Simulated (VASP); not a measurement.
Data:

```
CELL_PARAMETERS angstrom
      0.00000     2.97917     2.97917
      2.97917     0.00000     2.97917
      2.97917     2.97917     0.00000
ATOMIC_POSITIONS crystal
  Pb 0.00000 0.00000 0.00000
  F  0.25000 0.25000 0.25000
  F  0.75000 0.75000 0.75000
```

Calculation: PBE GGA with D3 dispersion (Becke-Johnson damping), VASP's PBE PAW potentials (set 64) (plane waves; VASP). Numerical set-up: 520 eV cut-off, 7×7×7 Γ-centred mesh, tetrahedra with Blöchl corrections, potentials Pb_d F.

Q: What does the run give for the energy per atom (σ→0)?

A: 
The energy per atom (σ→0) is -4.933 eV/atom.

The compound is PbF2 in the fluorite structure, the β form. It was relaxed first.
